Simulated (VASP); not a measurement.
Elastic constants (GPa) of a crystal from PBE GGA, VASP's PBE PAW potentials (set 64) run with VASP:

|  | xx | yy | zz | yz | xz | xy |
|---|---|---|---|---|---|---|
| xx | 594.2 | 109.9 | 109.9 | 0.0 | 0.0 | 0.0 |
| yy | 109.9 | 594.2 | 109.9 | 0.0 | 0.0 | 0.0 |
| zz | 109.9 | 109.9 | 594.2 | 0.0 | 0.0 | 0.0 |
| yz | 0.0 | 0.0 | 0.0 | 123.2 | 0.0 | 0.0 |
| xz | 0.0 | 0.0 | 0.0 | 0.0 | 123.2 | 0.0 |
| xy | 0.0 | 0.0 | 0.0 | 0.0 | 0.0 | 123.2 |

Finite-difference elastic constants of metals are sensitive to mesh and smearing; shear constants can be off by tens of GPa.

Q: Work out the Voigt, Reuss and Hill moduli, Young's modulus and Poisson's ratio.

A: All eigenvalues are positive (smallest 123.2 GPa), so the crystal is stable. K_V = (C11+C22+C33+2(C12+C13+C23))/9 = (1782.6 + 2×329.7)/9 = 271.3 GPa; G_V = (1782.6 − 329.7 + 3×369.6)/15 = 170.8 GPa. From the compliances, K_R = 271.3 GPa and G_R = 153.3 GPa. Hill: K = 271.3 GPa, G = 162.1 GPa, E = 9KG/(3K+G) = 405.4 GPa, ν = (3K−2G)/(2(3K+G)) = 0.251. K/G = 1.67, below Pugh's 1.75; universal anisotropy A^U = 0.57.

Q: With a density of 13.71 g/cm³, what are the mean sound speeds?

A: v_l = √((K+4G/3)/ρ) = 5.96 km/s and v_t = √(G/ρ) = 3.44 km/s. The crystal is HfN (rock salt), cubic.

The compound is HfN in the rock salt structure. It was relaxed first. The electron count is odd and the run is not spin-polarised, which forces a metal.
